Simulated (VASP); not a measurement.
Calculation: PBE GGA, VASP's PBE PAW potentials (set 64) (plane waves; VASP).

A VASP calculation is set up with these files.

File POSCAR:
```
Hf
1
    1.5555070000    -2.8299640000     0.0000000000
    1.5555070000     2.8299640000     0.0000000000
    0.0000000000     0.0000000000     5.0645630000
Hf
2
Direct
  0.3333330000   0.6666670000   0.2500000000
  0.6859900000   0.3526560000   0.7500000000
```

KPOINTS:
```
Automatic
0
G
12 12 7
0 0 0
```

### INCAR
```
! general
SYSTEM =Hf
PREC   =Accurate
ENCUT  =500   ! plane-wave cut-off (eV)
LREAL  =.FALSE.
LASPH  =.TRUE.   ! aspherical one-centre terms

! electronic loop
EDIFF  =1E-6   ! SCF stop (eV)
NELM   =100   ! most electronic steps
ALGO   =Normal   ! blocked Davidson
LMAXMIX=6

! smearing
ISMEAR =1
SIGMA  =0.1   ! width (eV)

! functional
GGA    =PE   ! PBE

! ions
ISIF   =2   ! forces and stress, cell fixed

! output
LWAVE  =.FALSE.
LCHARG =.FALSE.
```

POTCAR, in this order: Hf_pv (PBE.64 set). Program: vasp_std.

Task: What will the output report for the number of irreducible k-points (NKPTS), number of bands (NBANDS), largest plane-wave count, number of space-group operations, FFT grid (NGX, NGY, NGZ)?

Result: 
The number of irreducible k-points (NKPTS) comes out as 296 and the number of bands (NBANDS) comes out as 14. The largest plane-wave count is 1154, the number of space-group operations is 4 and the FFT grid (NGX, NGY, NGZ) is 24 × 24 × 40.

The compound is Hf in the hcp structure. The cell was not relaxed at this level, atoms are displaced from their ideal sites. The run is one of a series of settings (ENCUT = 500 against the base run), some of them coarse on purpose.
